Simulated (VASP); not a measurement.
These are PBEsol GGA, VASP's PBE PAW potentials (set 64) (plane waves; VASP 6.6.1) values and carry that method's errors.

VASP input:

**POSCAR**
```
W
2.7342490
 -0.5773503043   0.5773503043   0.5773503043
  0.5773503043  -0.5773503043   0.5773503043
  0.5773503043   0.5773503043  -0.5773503043
W
1
Cart
  0.0000000000   0.0000000000   0.0000000000
```

INCAR:
```
# general
SYSTEM   =  W
PREC     =  Accurate
ENCUT    =  520   # plane-wave cut-off (eV)
LREAL    =  F   # projection in real space or not
LASPH    =  T   # aspherical one-centre terms

# electronic loop
EDIFF    =  1E-7   # SCF stop (eV)
NELM     =  100
ALGO     =  Normal
LMAXMIX  =  6   # l cut-off of mixed one-centre charges

# smearing
ISMEAR   =  -5   # tetrahedra, Bloechl

# functional
GGA      =  PS

# ions
ISIF     =  2

# output
LWAVE    =  F
LCHARG   =  T
LORBIT   =  11
NEDOS    =  601
```

File KPOINTS:
```
Automatic
0
G
  18 18 18
```

POTCAR, in this order: W_sv (PBE.64 set). Program: vasp_std.

The run wrote:

### OSZICAR
```
       N       E                     dE             d eps       ncg     rms          rms(c)
DAV:   1     0.764474714981E+02    0.76447E+02   -0.79253E+03  4290   0.146E+03
DAV:   2    -0.129382214492E+02   -0.89386E+02   -0.86687E+02  4581   0.335E+02
DAV:   3    -0.144849705843E+02   -0.15467E+01   -0.15292E+01  4897   0.435E+01
DAV:   4    -0.144947497519E+02   -0.97792E-02   -0.97646E-02  4614   0.342E+00
DAV:   5    -0.144948160857E+02   -0.66334E-04   -0.66347E-04  4830   0.309E-01    0.220E+01
DAV:   6    -0.139537028236E+02    0.54111E+00   -0.61708E-01  4578   0.103E+01    0.875E+00
DAV:   7    -0.138102643869E+02    0.14344E+00   -0.32436E-01  4746   0.698E+00    0.621E-01
DAV:   8    -0.138050119002E+02    0.52525E-02   -0.40409E-03  4392   0.990E-01    0.792E-02
DAV:   9    -0.138049859400E+02    0.25960E-04   -0.12657E-04  4954   0.137E-01    0.456E-02
DAV:  10    -0.138049932614E+02   -0.73214E-05   -0.11283E-05  4594   0.472E-02    0.899E-03
DAV:  11    -0.138049949990E+02   -0.17376E-05   -0.20128E-07  4289   0.524E-03    0.662E-04
DAV:  12    -0.138049946304E+02    0.36856E-06   -0.45372E-09  2307   0.840E-04    0.200E-04
DAV:  13    -0.138049946004E+02    0.30006E-07   -0.45920E-10  2262   0.294E-04
   1 F= -.13804995E+02 E0= -.13804995E+02  d E =0.000000E+00
```

OUTCAR:
```
------------------------ aborting loop because EDIFF is reached ----------------------------------------
  FORCE on cell =-STRESS in cart. coord.  units (eV):
  Direction    XX          YY          ZZ          XY          YZ          ZX
  --------------------------------------------------------------------------------------
  Total       -0.0034733     -0.0034733     -0.0034733      0.0000000      0.0000000      0.0000000
  in kB       -0.3536381     -0.3536381     -0.3536381      0.0000000      0.0000000      0.0000000
  external PRESSURE =      -0.3536381 kB  Pullay stress =       0.0000000 kB
  volume of cell :       15.74
      direct lattice vectors                 reciprocal lattice vectors
    -1.578619492  1.578619492  1.578619492     0.000000000  0.316732438  0.316732438
     1.578619492 -1.578619492  1.578619492     0.316732438  0.000000000  0.316732438
     1.578619492  1.578619492 -1.578619492     0.316732438  0.316732438  0.000000000
 POSITION                                       TOTAL-FORCE (eV/Angst)
 -----------------------------------------------------------------------------------
      0.00000      0.00000      0.00000         0.000000      0.000000      0.000000
 -----------------------------------------------------------------------------------
    total drift:                                0.000000     -0.000000      0.000000
  FREE ENERGIE OF THE ION-ELECTRON SYSTEM (eV)
  ---------------------------------------------------
  free  energy   TOTEN  =       -13.8049946004 eV

  energy  without entropy=      -13.8049946004  energy(sigma->0) =      -13.80499460

 total charge

# of ion       s       p       d       tot
------------------------------------------
    1        2.406   6.350   3.365  12.121
```
(Selected blocks of OUTCAR.)

For a metal the tetrahedron method with Blöchl corrections gives inexact stress and forces.

The compound is W in the bcc structure. It was relaxed first.
